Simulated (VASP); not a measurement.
Here is the system:

```xyz
2
Lattice="0.0000 3.3965 3.5903 3.4231 0.0000 3.5903 3.4231 3.3965 0.0000" Properties=species:S:1:pos:R:3 pbc="T T T"
Ba     0.0000     0.0000     0.0000
Te     3.4836     3.3965     3.5903
```

Computed with PBE GGA, VASP's PBE PAW potentials (set 64) (plane waves; VASP). Run with 400 eV cut-off, 6×6×6 Γ-centred mesh, Fermi-Dirac smearing of 0.50 eV, potentials Ba_sv Te.

Question: What does the run give for the energy per atom (σ→0), pressure?

Answer: 
The energy per atom (σ→0) is -4.223 eV/atom. The pressure is 2.37 GPa.

The compound is BaTe in the rock salt structure. The cell was not relaxed at this level, atoms are displaced from their ideal sites. The run is one of a series of settings (ISMEAR = -1, SIGMA = 0.5 against the base run), some of them coarse on purpose. VASP warned that the highest band is occupied, so more bands are needed.
